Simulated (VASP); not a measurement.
Computed with optB88-vdW, VASP's PBE PAW potentials (set 64) (plane waves; VASP).

VASP input:

**KPOINTS**
```
Automatic mesh
0
Gamma
13 13 7
0 0 0
```

INCAR:
```
AGGAC = 0.0
ALGO = Normal
EDIFF = 1E-7
EDIFFG = -0.01
ENCUT = 520
GGA = BO
IBRION = 2
ISIF = 4
ISMEAR = 1
LASPH = T
LCHARG = F
LMAXMIX = 4
LREAL = F
LUSE_VDW = T
LWAVE = F
NELM = 100
NSW = 30
PARAM1 = 0.1833333333
PARAM2 = 0.22
PREC = Accurate
SIGMA = 0.1
SYSTEM = Sc
```

POSCAR:
```
Sc
1
    1.6789169711    -2.9079694088     0.0000000000
    1.6789169711     2.9079694088     0.0000000000
    0.0000000000     0.0000000000     5.1928388800
Sc
2
Direct
  0.3333330000   0.6666670000   0.2500000000
  0.6666670000   0.3333330000   0.7500000000
```

POTCAR, in this order: Sc_sv (PBE.64 set). Program: vasp_std.

Output

OUTCAR:
```
 ion  position               nearest neighbor table
   1  0.333  0.667  0.250-   2 3.24   2 3.24   2 3.24   2 3.24   2 3.24   2 3.24
   2  0.667  0.333  0.750-   1 3.24   1 3.24   1 3.24   1 3.24   1 3.24   1 3.24
  LATTYP: Found a hexagonal cell.
 ALAT       =     3.3578338670
 C/A-ratio  =     1.5464847535
 Subroutine PRICEL returns:
 Original cell was already a primitive cell.
 Subroutine GETGRP returns: Found 24 space group operations
The static configuration has the point symmetry D_3d.
 The point group associated with its full space group is D_6h.
The dynamic configuration has the point symmetry D_3d.
 Subroutine INISYM returns: Found 24 space group operations
 Subroutine IBZKPT returns following result:
 Found     84 irreducible k-points:

 Following reciprocal coordinates:
            Coordinates               Weight
  0.000000  0.000000  0.000000      1.000000
  0.076923 -0.000000  0.000000      6.000000
  0.153846 -0.000000  0.000000      6.000000
  0.230769  0.000000  0.000000      6.000000
  0.307692 -0.000000  0.000000      6.000000
  0.384615  0.000000  0.000000      6.000000
  0.461538  0.000000  0.000000      6.000000
  0.076923  0.076923  0.000000      6.000000
  0.153846  0.076923  0.000000     12.000000
  0.230769  0.076923  0.000000     12.000000
  0.307692  0.076923  0.000000     12.000000
  0.384615  0.076923  0.000000     12.000000
  0.461538  0.076923  0.000000      6.000000
  0.153846  0.153846  0.000000      6.000000
  0.230769  0.153846  0.000000     12.000000
  0.307692  0.153846  0.000000     12.000000
  0.384615  0.153846  0.000000     12.000000
  0.230769  0.230769  0.000000      6.000000
  0.307692  0.230769  0.000000     12.000000
  0.384615  0.230769  0.000000      6.000000
  0.307692  0.307692  0.000000      6.000000
  0.000000  0.000000  0.142857      2.000000
  0.076923 -0.000000  0.142857     12.000000
  0.153846 -0.000000  0.142857     12.000000
  0.230769  0.000000  0.142857     12.000000
  0.307692 -0.000000  0.142857     12.000000
  0.384615  0.000000  0.142857     12.000000
  0.461538  0.000000  0.142857     12.000000
  0.076923  0.076923  0.142857     12.000000
  0.153846  0.076923  0.142857     24.000000
  0.230769  0.076923  0.142857     24.000000
  0.307692  0.076923  0.142857     24.000000
  0.384615  0.076923  0.142857     24.000000
  0.461538  0.076923  0.142857     12.000000
  0.153846  0.153846  0.142857     12.000000
  0.230769  0.153846  0.142857     24.000000
  0.307692  0.153846  0.142857     24.000000
  0.384615  0.153846  0.142857     24.000000
  0.230769  0.230769  0.142857     12.000000
  0.307692  0.230769  0.142857     24.000000
   k-points           NKPTS =     84   k-points in BZ     NKDIM =     84   number of bands    NBANDS=     15
   number of dos      NEDOS =    301   number of ions     NIONS =      2
   total plane-waves  NPLWV =  31360
   dimension x,y,z NGX =    28 NGY =   28 NGZ =   40
   dimension x,y,z NGXF=    56 NGYF=   56 NGZF=   80
   ions per type =               2
   PREC   = accura    normal or accurate (medium, high low for compatibility)
   ISTART =      0    job   : 0-new  1-cont  2-samecut
   ICHARG =      2    charge: 1-file 2-atom 10-const
   ISPIN  =      1    spin polarized calculation?
   LNONCOLLINEAR =      F non collinear calculations
   LSORBIT =      F    spin-orbit coupling
   INIWAV =      1    electr: 0-lowe 1-rand  2-diag
   ENCUT  =  520.0 eV  38.22 Ry    6.18 a.u.   6.24  6.24  9.66*2*pi/ulx,y,z
   NELM   =    100;   NELMIN=  2; NELMDL= -5     # of ELM steps
   EDIFF  = 0.1E-06   stopping-criterion for ELM
   LREAL  =      F    real-space projection
...
```

OSZICAR:
```
       N       E                     dE             d eps       ncg     rms          rms(c)
DAV:   1     0.396005242026E+03    0.39601E+03   -0.11101E+04  2536   0.154E+03
DAV:   2     0.149692250121E+02   -0.38104E+03   -0.37550E+03  3448   0.665E+02
DAV:   3    -0.782466087544E+01   -0.22794E+02   -0.22120E+02  4195   0.186E+02
DAV:   4    -0.817293890193E+01   -0.34828E+00   -0.34566E+00  3906   0.229E+01
DAV:   5    -0.818077064431E+01   -0.78317E-02   -0.78309E-02  4207   0.325E+00    0.719E+00
DAV:   6    -0.706062858204E+01    0.11201E+01   -0.27360E+00  3164   0.212E+01    0.210E+00
DAV:   7    -0.692807517390E+01    0.13255E+00   -0.59184E-01  3325   0.892E+00    0.828E-01
DAV:   8    -0.691976139647E+01    0.83138E-02   -0.30227E-02  3472   0.266E+00    0.230E-01
DAV:   9    -0.691869523325E+01    0.10662E-02   -0.79065E-03  3283   0.109E+00    0.320E-02
DAV:  10    -0.691878642225E+01   -0.91189E-04   -0.23378E-04  4106   0.202E-01    0.804E-03
DAV:  11    -0.691878560347E+01    0.81878E-06   -0.52548E-06  3551   0.304E-02    0.268E-03
DAV:  12    -0.691878696065E+01   -0.13572E-05   -0.77383E-07  2878   0.129E-02    0.813E-04
DAV:  13    -0.691878663788E+01    0.32278E-06   -0.76387E-08  2058   0.627E-03    0.233E-04
DAV:  14    -0.691878668708E+01   -0.49205E-07   -0.28922E-08  1967   0.466E-03
   1 F= -.69187867E+01 E0= -.69182188E+01  d E =-.691879E+01
```

File OUTCAR:
```
------------------------ aborting loop because EDIFF is reached ----------------------------------------
  FORCE on cell =-STRESS in cart. coord.  units (eV):
  Direction    XX          YY          ZZ          XY          YZ          ZX
  --------------------------------------------------------------------------------------
  Total       -0.9605581     -0.9605580     -0.9671553      0.0000000      0.0000000      0.0000000
  in kB      -30.3515107    -30.3515089    -30.5599689      0.0000000      0.0000000      0.0000000
  external PRESSURE =     -30.4209962 kB  Pullay stress =       0.0000000 kB
  volume of cell :       50.71
      direct lattice vectors                 reciprocal lattice vectors
     1.678916971 -2.907969409  0.000000000     0.297811034 -0.171941286  0.000000000
     1.678916971  2.907969409  0.000000000     0.297811034  0.171941286  0.000000000
     0.000000000  0.000000000  5.192838880     0.000000000  0.000000000  0.192572892
 POSITION                                       TOTAL-FORCE (eV/Angst)
 -----------------------------------------------------------------------------------
      1.67892      0.96933      1.29821        -0.000000      0.000000      0.000000
      1.67892     -0.96933      3.89463         0.000000     -0.000000      0.000000
 -----------------------------------------------------------------------------------
    total drift:                                0.000000      0.000700     -0.000014
  FREE ENERGIE OF THE ION-ELECTRON SYSTEM (eV)
  ---------------------------------------------------
  free  energy   TOTEN  =        -6.9187866871 eV

  energy  without entropy=       -6.9170831089  energy(sigma->0) =       -6.91821883

 reached required accuracy - stopping structural energy minimisation
```
(Selected blocks of OUTCAR.)

The compound is Sc in the hcp structure. This cell is one point of a volume scan, at 1.06 of the reference volume.
